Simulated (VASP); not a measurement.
Energy against volume of BN (zinc blende). Method: AM05 GGA, VASP's PBE PAW potentials (set 64) (plane waves; VASP). Numerical set-up: 520 eV cut-off, 12×12×12 Γ-centred mesh, Gaussian smearing of 0.050 eV, potentials B N.

```json
[
 {"V (Å³/atom)": "5.508", "E (eV/atom)": "-9.01416"},
 {"V (Å³/atom)": "5.683", "E (eV/atom)": "-9.03583"},
 {"V (Å³/atom)": "5.859", "E (eV/atom)": "-9.04284"},
 {"V (Å³/atom)": "6.035", "E (eV/atom)": "-9.03710"}
]
```

Problem. Fit these four points and predict the energy of the run at 6.211 Å³/atom.

Solution. A cubic in V^(−2/3), the third-order Birch-Murnaghan form, passes through the four points with V0 = 5.86 Å³/atom and B0 = 384 GPa, and gives -9.0204 eV/atom there. The run gave -9.0202 eV/atom, +0.2 meV/atom from the fit; all five points give B0 = 386 GPa.

The compound is BN in the zinc blende structure. It was relaxed first.
